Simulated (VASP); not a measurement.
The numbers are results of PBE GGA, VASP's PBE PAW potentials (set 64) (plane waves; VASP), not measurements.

VASP ran on this input.

POSCAR:
```
CoGa
1
    2.8533315006     0.0000000000     0.0000000000
    0.0000000000     2.8533315006     0.0000000000
    0.0000000000     0.0000000000     2.8533315006
Ga Co
1 1
Direct
  0.5000000000   0.5000000000   0.5000000000
  0.0000000000   0.0000000000   0.0000000000
```

### KPOINTS
```
Automatic mesh
0
Gamma
13 13 13
0 0 0
```

INCAR:
```
SYSTEM=CoGa
PREC=Accurate; ENCUT=520; LREAL=.FALSE.
LASPH=.TRUE.
EDIFF=1E-7; NELM=100; ALGO=Normal
LMAXMIX=4
ISMEAR=1; SIGMA=0.1
GGA=PE
ISIF=2
LWAVE=.FALSE.; LCHARG=.FALSE.
```

POTCAR, in this order: Ga_d Co (PBE.64 set). Program: vasp_std.

What VASP printed:

**OSZICAR**
```
       N       E                     dE             d eps       ncg     rms          rms(c)
DAV:   1     0.997504469074E+02    0.99750E+02   -0.10908E+04  2632   0.265E+03
DAV:   2    -0.647718127982E+01   -0.10623E+03   -0.10391E+03  2618   0.359E+02
DAV:   3    -0.113622283637E+02   -0.48850E+01   -0.48676E+01  2954   0.815E+01
DAV:   4    -0.114338553773E+02   -0.71627E-01   -0.71620E-01  3367   0.921E+00
DAV:   5    -0.114359030808E+02   -0.20477E-02   -0.20477E-02  3210   0.132E+00    0.970E+00
DAV:   6    -0.123220171429E+02   -0.88611E+00   -0.21295E+01  2887   0.623E+01    0.108E+01
DAV:   7    -0.104913050665E+02    0.18307E+01   -0.86084E+00  2632   0.462E+01    0.190E+00
DAV:   8    -0.104712995950E+02    0.20005E-01   -0.23778E-01  3070   0.561E+00    0.619E-01
DAV:   9    -0.104656979785E+02    0.56016E-02   -0.17633E-02  3473   0.216E+00    0.124E-01
DAV:  10    -0.104654399917E+02    0.25799E-03   -0.59109E-04  3359   0.363E-01    0.624E-02
DAV:  11    -0.104654307479E+02    0.92438E-05   -0.56119E-05  3649   0.133E-01    0.115E-02
DAV:  12    -0.104654299947E+02    0.75317E-06   -0.26249E-06  3197   0.282E-02    0.220E-03
DAV:  13    -0.104654298864E+02    0.10830E-06   -0.26684E-07  2357   0.835E-03    0.119E-03
DAV:  14    -0.104654298303E+02    0.56099E-07   -0.84443E-08  1547   0.549E-03
   1 F= -.10465430E+02 E0= -.10465758E+02  d E =0.983485E-03
```

**OUTCAR**
```
------------------------ aborting loop because EDIFF is reached ----------------------------------------
  FORCE on cell =-STRESS in cart. coord.  units (eV):
  Direction    XX          YY          ZZ          XY          YZ          ZX
  --------------------------------------------------------------------------------------
  Total        0.8403164      0.8403164      0.8403164      0.0000000     -0.0000000      0.0000000
  in kB       57.9557759     57.9557759     57.9557759      0.0000000     -0.0000000      0.0000000
  external PRESSURE =      57.9557759 kB  Pullay stress =       0.0000000 kB
  volume of cell :       23.23
      direct lattice vectors                 reciprocal lattice vectors
     2.853331501  0.000000000  0.000000000     0.350467515  0.000000000  0.000000000
     0.000000000  2.853331501  0.000000000     0.000000000  0.350467515  0.000000000
     0.000000000  0.000000000  2.853331501     0.000000000  0.000000000  0.350467515
 POSITION                                       TOTAL-FORCE (eV/Angst)
 -----------------------------------------------------------------------------------
      1.42667      1.42667      1.42667         0.000000      0.000000      0.000000
      0.00000      0.00000      0.00000         0.000000      0.000000      0.000000
 -----------------------------------------------------------------------------------
    total drift:                                0.000000      0.000000     -0.000000
  FREE ENERGIE OF THE ION-ELECTRON SYSTEM (eV)
  ---------------------------------------------------
  free  energy   TOTEN  =       -10.4654298303 eV

  energy  without entropy=      -10.4664133152  energy(sigma->0) =      -10.46575766
```
(Selected blocks of OUTCAR.)

The compound is CoGa in the CsCl type structure. This cell is one point of a volume scan, at 0.97 of the reference volume. The run is not spin-polarised, so no magnetic state was tried.
